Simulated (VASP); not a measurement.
Consider the following.

```
CELL_PARAMETERS angstrom
      6.37627     0.00000     0.00000
      0.00000     6.37627     0.00000
      0.00000     0.00000     6.37627
ATOMIC_POSITIONS crystal
  Zn 0.00000 0.00000 0.00000
  Te 0.23932 0.23932 0.23932
  Te 0.76068 0.76068 0.23932
  Te 0.76068 0.23932 0.76068
  Te 0.23932 0.76068 0.76068
  Cd 0.50000 0.50000 0.00000
  Cd 0.50000 0.00000 0.50000
  Cd 0.00000 0.50000 0.50000
```

Computed with PBEsol GGA, VASP's PBE PAW potentials (set 64) (plane waves; VASP 6.6.1). Run with 400 eV cut-off, Gaussian smearing of 0.050 eV, potentials Zn Te Cd.

Unless said otherwise, spin-orbit coupling is left out, though it shifts the bands of the heavy elements here.

Task: Give the energies of bands 29 to 42 at the high-symmetry points, in eV from the valence-band maximum.

Result: 
```json
[
 {"band": "29", "Γ": "-2.03", "X": "-2.53", "M": "-2.39", "R": "-0.96"},
 {"band": "30", "Γ": "-2.03", "X": "-2.40", "M": "-2.39", "R": "-0.96"},
 {"band": "31", "Γ": "-1.90", "X": "-2.37", "M": "-2.26", "R": "-0.96"},
 {"band": "32", "Γ": "-1.90", "X": "-2.37", "M": "-2.10", "R": "-0.76"},
 {"band": "33", "Γ": "-1.90", "X": "-1.25", "M": "-0.93", "R": "-0.76"},
 {"band": "34", "Γ": "0.00", "X": "-1.25", "M": "-0.93", "R": "-0.76"},
 {"band": "35", "Γ": "0.00", "X": "-1.00", "M": "-0.90", "R": "-0.65"},
 {"band": "36", "Γ": "0.00", "X": "-1.00", "M": "-0.59", "R": "-0.65"},
 {"band": "37", "Γ": "0.77", "X": "2.70", "M": "2.85", "R": "1.58"},
 {"band": "38", "Γ": "2.38", "X": "2.94", "M": "3.02", "R": "1.76"},
 {"band": "39", "Γ": "2.38", "X": "3.29", "M": "3.28", "R": "1.76"},
 {"band": "40", "Γ": "2.46", "X": "3.29", "M": "3.28", "R": "1.76"},
 {"band": "41", "Γ": "2.46", "X": "4.27", "M": "5.01", "R": "4.96"},
 {"band": "42", "Γ": "2.46", "X": "4.39", "M": "5.04", "R": "4.96"}
]
```

The gap is direct, 0.77 eV, from the valence maximum at Γ to the conduction minimum at Γ.

The structure was generated: Cd3ZnTe4 was put into an ordered model structure (P-43m), which need not be its known phase. It was relaxed first.
